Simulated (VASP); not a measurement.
```yaml
crystal:
  lattice:
    - [0.00000, 2.51931, 2.51931]
    - [2.51931, 0.00000, 2.51931]
    - [2.51931, 2.51931, 0.00000]
  atoms:
    - { symbol: Hf, position: [0.00000, 0.00000, 0.00000] }
    - { symbol: O, position: [0.25000, 0.25000, 0.25000] }
    - { symbol: O, position: [0.75000, 0.75000, 0.75000] }
```

Level of theory: PBE GGA, VASP's PBE PAW potentials (set 64) (plane waves; VASP). Settings: 620 eV cut-off, 8×8×8 Γ-centred mesh, Gaussian smearing of 0.050 eV, potentials Hf_pv O.

Unless said otherwise, spin-orbit coupling is left out, though it shifts the bands of the heavy elements here.

Q: Predict the energy per atom (σ→0), pressure, band gap (on the k-mesh) with the smallest direct gap where there is one.

A: 
The band gap (on the k-mesh) comes out as 3.85 eV, the smallest direct gap (on the k-mesh) is 3.85 eV and the energy per atom (σ→0) is -10.081 eV/atom. The pressure is 4.97 GPa.

Only differences to runs with the same potentials and settings are physical.

The compound is HfO2 in the fluorite structure, the high-temperature cubic form, which is unstable at 0 K; the monoclinic form is the stable one. It was relaxed first under an external pressure of 5 GPa.
